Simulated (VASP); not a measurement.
# GaGe (I-4m2) in VASP: further runs, part 2 of 2

VASP 6.6.1. Earlier steps stand in the parts before.

## Step 3: Single point, LDA (strain +0.000 along x and y, -0.030 along z, atoms carried along)

File INCAR:

```
ALGO = Fast
EDIFF = 1E-6
ENCUT = 520
ISIF = 2
ISMEAR = 0
LASPH = T
LCHARG = F
LREAL = F
LWAVE = F
NBANDS = 20
NELM = 100
PREC = Accurate
SIGMA = 0.15
```

File KPOINTS:

```
k-points
0
Gamma
  14 14 14
```

File POSCAR:

```
GaGe
1.0
    0.0000000000      2.8978440000      2.8109086800
    2.8978440000      0.0000000000      2.8109086800
    2.8978440000      2.8978440000      0.0000000000
Ga Ge
1 1
Direct
    0.7500000000      0.7500000000      0.7500000000
    0.0000000000      0.0000000000      0.0000000000
```

Potentials or basis: VASP PAW LDA potentials, release 64 (Ga_d, Ge_d).

On the command line:

```bash
> cat potpaw_LDA.64/Ga_d/POTCAR potpaw_LDA.64/Ge_d/POTCAR > POTCAR
> mpirun -np 1 vasp_std > vasp.out
```

OUTCAR:

```text
EDIFF = 1E-6
   ENCUT = 520
   ISIF = 2
   ISMEAR = 0
   LASPH = T
   LREAL = F
   NELM = 100
   PREC = Accurate

 ion  position               nearest neighbor table
   1  0.750  0.750  0.750-   2 2.48   2 2.48   2 2.48   2 2.48
   2  0.000  0.000  0.000-   1 2.48   1 2.48   1 2.48   1 2.48

  LATTYP: Found a body centered tetragonal cell.
 ALAT       =     4.0981702864
 C/A-ratio  =     1.3717871555

  Lattice vectors:

 A1 = (   0.0000000000,  -2.8978440000,  -2.8109086800)
 A2 = (   0.0000000000,   2.8978440000,  -2.8109086800)
 A3 = (   2.8978440000,   0.0000000000,   2.8109086800)

Analysis of symmetry for initial positions (statically):
=====================================================================
 Subroutine PRICEL returns:
 Original cell was already a primitive cell.

 Routine SETGRP: Setting up the symmetry group for a
 body centered tetragonal supercell.

 Subroutine GETGRP returns: Found  8 space group operations
 (whereof  8 operations were pure point group operations)
 out of a pool of 16 trial point group operations.

The static configuration has the point symmetry D_2d.

Analysis of symmetry for dynamics (positions and initial velocities):
=====================================================================
 Subroutine PRICEL returns:
 Original cell was already a primitive cell.

 Routine SETGRP: Setting up the symmetry group for a
 body centered tetragonal supercell.

 Subroutine GETGRP returns: Found  8 space group operations
 (whereof  8 operations were pure point group operations)
 out of a pool of 16 trial point group operations.

The dynamic configuration has the point symmetry D_2d.

 Subroutine INISYM returns: Found  8 space group operations
 (whereof  8 operations are pure point group operations),
 and found     1 'primitive' translations

[... 108 lines left out ...]
   EFERMI =   0.00;   METHOD = LEGACY
   ISMEAR =     0;   SIGMA  =   0.15  broadening in eV -4-tet -1-fermi 0-gaus
   EFERMI_NEDOS =   21; number of points for ismear=-14 and -15
   IALGO  =     68    algorithm
   IMIX   =      4    mixing-type and parameters
     AMIX     =   0.40;   BMIX     =  1.00
     AMIX_MAG =   1.60;   BMIX_MAG =  1.00
  volume/ion in A,a.u.               =      23.60       159.29
  Fermi-wavevector in a.u.,A,eV,Ry     =   1.358899  2.567947 25.124606  1.846606
  Thomas-Fermi vector in A             =   2.485693
   LORBIT       =      0    0 simple, 1 ext, 2 COOP (PROOUT), +10 PAW based schemes
   GGA     = CA    functional components
   LHFCALC =     F    Hartree Fock is set to
   AEXX    =    0.0000 exact exchange contribution
   IVDW    =     0    specifies the selected vdW correction
   LEPSILON=     F    determine dielectric tensor
   LRPA    =     F    only Hartree local field effects (RPA)
 non-spin polarized calculation
 RMM-DIIS sequential band-by-band and
 Gauss-broadening in eV      SIGMA  =   0.15
  energy-cutoff  :      520.00
  volume of cell :       47.21
 maximum number of plane-waves:      1297
   NGX = 15   NGY = 15   NGZ = 15

 number of electron      26.9999991 magnetization

 Free energy of the ion-electron system (eV)
  ---------------------------------------------------
  ext. energy  EPLUGINS =         0.00000000
  ---------------------------------------------------
  free energy    TOTEN  =        -8.41843922 eV

  energy without entropy =       -8.40534966  energy(sigma->0) =       -8.41189444

 E-fermi :   2.9879     XC(G=0): -10.0352

 val. band max:        2.9862957208   @ k =  -0.4286   0.1429   0.0000
 cond. band min:       2.9892037083   @ k =   0.5000   0.0714   0.0000
 fundamental gap:      0.0029079875
 Fermi energy:         2.9878802726

 k-point     1 :       0.0000    0.0000    0.0000
  band No.  band energies     occupation
      1     -21.0281      2.00000
      2     -21.0281      2.00000
      3     -21.0227      2.00000
      4     -21.0085      2.00000
      5     -21.0007      2.00000
      6     -11.4413      2.00000
[... 541 lines left out ...]
     19      12.3135      0.00000
     20      13.6977      0.00000

 [... further k-points ...]

------------------------ aborting loop because EDIFF is reached ----------------------------------------

  FORCE on cell =-STRESS in cart. coord.  units (eV):
  Direction    XX          YY          ZZ          XY          YZ          ZX
  --------------------------------------------------------------------------------------
  -------------------------------------------------------------------------------------
  Total       -0.8525754     -0.8525754     -0.8418971      0.0000000      0.0000000      0.0000000
  in kB      -28.9345428    -28.9345428    -28.5721465      0.0000000      0.0000000      0.0000000
  external PRESSURE =     -28.8137440 kB  Pullay stress =       0.0000000 kB

 VOLUME and BASIS-vectors are now :
 -----------------------------------------------------------------------------
  energy-cutoff  :      520.00
  volume of cell :       47.21
      direct lattice vectors                 reciprocal lattice vectors
     0.000000000  2.897844000  2.810908680    -0.172542069  0.172542069  0.177878422
     2.897844000  0.000000000  2.810908680     0.172542069 -0.172542069  0.177878422
     2.897844000  2.897844000  0.000000000     0.172542069  0.172542069 -0.177878422

 POSITION                                       TOTAL-FORCE (eV/Angst)
 -----------------------------------------------------------------------------------
      4.34677      4.34677      4.21636         0.000000      0.000000      0.000000
      0.00000      0.00000      0.00000        -0.000000     -0.000000     -0.000000
 -----------------------------------------------------------------------------------
    total drift:                               -0.000001     -0.000001      0.000000

  FREE ENERGIE OF THE ION-ELECTRON SYSTEM (eV)
  ---------------------------------------------------
  free  energy   TOTEN  =        -8.4184392238 eV

  energy  without entropy=       -8.4053496629  energy(sigma->0) =       -8.41189444
```

OSZICAR:

```text
N       E                     dE             d eps       ncg     rms          rms(c)
DAV:   1     0.162141494937E+03    0.16214E+03   -0.13962E+04 10284   0.296E+03
DAV:   2     0.150412609032E+02   -0.14710E+03   -0.14347E+03  9856   0.530E+02
DAV:   3    -0.778923928028E+01   -0.22831E+02   -0.22712E+02 11008   0.136E+02
DAV:   4    -0.849878627209E+01   -0.70955E+00   -0.70910E+00 11280   0.259E+01
DAV:   5    -0.851054398992E+01   -0.11758E-01   -0.11757E-01 10952   0.367E+00    0.227E+00
RMM:   6    -0.844243709360E+01    0.68107E-01   -0.66052E-02 14075   0.272E+00    0.130E+00
RMM:   7    -0.841905178211E+01    0.23385E-01   -0.34585E-02 14375   0.179E+00    0.221E-01
RMM:   8    -0.841836756450E+01    0.68422E-03   -0.50907E-03 15550   0.692E-01    0.708E-02
RMM:   9    -0.841842673805E+01   -0.59174E-04   -0.93082E-04 15855   0.307E-01    0.313E-02
RMM:  10    -0.841843720395E+01   -0.10466E-04   -0.11606E-04 18028   0.101E-01    0.116E-02
RMM:  11    -0.841843909679E+01   -0.18928E-05   -0.22850E-05 15636   0.382E-02    0.238E-03
RMM:  12    -0.841843922379E+01   -0.12700E-06   -0.51066E-06 12997   0.223E-02
   1 F= -.84184392E+01 E0= -.84118944E+01  d E =-.130896E-01
```

stdout:

```text
POSCAR found type information on POSCAR GaGe
 POSCAR found :  2 types and       2 ions
 scaLAPACK will be used
 LDA part: xc-table for (Slater(with rela. corr.)+CA(PZ))
 , standard interpolation
 POSCAR, INCAR and KPOINTS ok, starting setup
 FFT: planning ... GRIDC
 FFT: planning ... GRID_SOFT
 FFT: planning ... GRID
 WAVECAR not read
 entering main loop
```

Run time: 1.7 min. Hardware: 1 thread of Intel Xeon 6975P-C (Granite Rapids), shared host; peak memory 0.32 GiB.

Results:

* Free energy: -8.4184 eV
* Pressure: -2.9 GPa
* Band gap on the k mesh: none (metal or under the smearing width)

Levels at points of the mesh, in eV from the Fermi level:
| k point | band 11 | band 12 | band 13 | band 14 | band 15 | band 16 | band 17 | band 18 |
| --- | --- | --- | --- | --- | --- | --- | --- | --- |
| (0.00, 0.00, 0.00) | -10.68 | 1.72 | 1.72 | 1.91 | 2.24 | 4.39 | 4.49 | 4.49 |
| (0.50, 0.00, 0.00) | -8.65 | -5.45 | 0.31 | 0.56 | 2.14 | 5.34 | 5.57 | 8.24 |
| (0.50, 0.50, 0.00) | -7.46 | -5.76 | -1.39 | -1.39 | 2.19 | 2.28 | 11.26 | 11.26 |
| (0.50, 0.00, 0.50) | -7.60 | -5.93 | -1.19 | -1.17 | 2.41 | 2.55 | 11.13 | 11.25 |

## Step 4: Single point, LDA (strain +0.030 along x and y, +0.000 along z, atoms carried along)

File INCAR:

```
SYSTEM = GaGe
PREC = Accurate
ENCUT = 520
EDIFF = 1E-6
ISMEAR = 0
SIGMA = 0.15
LREAL = .FALSE.
LASPH = .TRUE.
NELM = 100
ALGO = Fast
ISIF = 2
LWAVE = .FALSE.
LCHARG = .FALSE.
NBANDS = 20
```

File KPOINTS:

```
Automatic mesh
0
G
  14 14 14
  0 0 0
```

File POSCAR:

```
GaGe
1.0
    0.0000000000      2.9847793200      2.8978440000
    2.9847793200      0.0000000000      2.8978440000
    2.9847793200      2.9847793200      0.0000000000
Ga Ge
1 1
Direct
    0.7500000000      0.7500000000      0.7500000000
    0.0000000000      0.0000000000      0.0000000000
```

On the command line:

```bash
> cat potpaw_LDA.64/Ga_d/POTCAR potpaw_LDA.64/Ge_d/POTCAR > POTCAR
> mpirun -np 1 vasp_std > vasp.out
```

Run time: 85 s. Hardware: 1 thread of Intel Xeon 6975P-C (Granite Rapids), shared host; peak memory 0.35 GiB.

It converged, with:

```yaml
Free_energy: -8.2905 eV
Pressure: -6.3 GPa
Band_gap_on_the_k_mesh: none (metal or under the smearing width)
```

Stress tensor (GPa, compression positive):
```
-6.34  0.00  0.00
 0.00 -6.34  0.00
 0.00  0.00 -6.12
```

Levels at points of the mesh, in eV from the Fermi level:
```tsv
k point	band 12	band 13	band 14	band 15	band 16	band 17
(0.00, 0.00, 0.00)	1.38	1.55	1.55	1.72	4.19	4.29
(0.50, 0.00, 0.00)	-5.18	0.28	0.51	1.73	5.15	5.34
(0.50, 0.50, 0.00)	-5.57	-1.25	-1.25	2.18	2.21	10.42
(0.50, 0.00, 0.50)	-5.72	-1.07	-1.05	2.36	2.44	10.30
```

## Step 5: Overview

```csv
cell,further INCAR settings,gap on the mesh (eV),pressure (GPa)
"strain -0.030 along x and y, +0.030 along z, atoms carried along",ALGO = Fast; EDIFF = 1e-07; NBANDS = 20,none,-2.8
"strain +0.000 along x and y, -0.030 along z, atoms carried along",ALGO = Fast; EDIFF = 1e-06; NBANDS = 20,none,-2.9
"strain +0.030 along x and y, +0.000 along z, atoms carried along",ALGO = Fast; EDIFF = 1e-06; NBANDS = 20,none,-6.3
```

Alike in all rows: task single point; level LDA; potentials or basis VASP PAW LDA potentials, release 64 (Ga_d, Ge_d); no spin polarisation; k mesh 14 × 14 × 14; cutoff (eV) 520; smearing gaussian 0.15 eV.

Absolute energies hang on the potentials; compare differences alone.
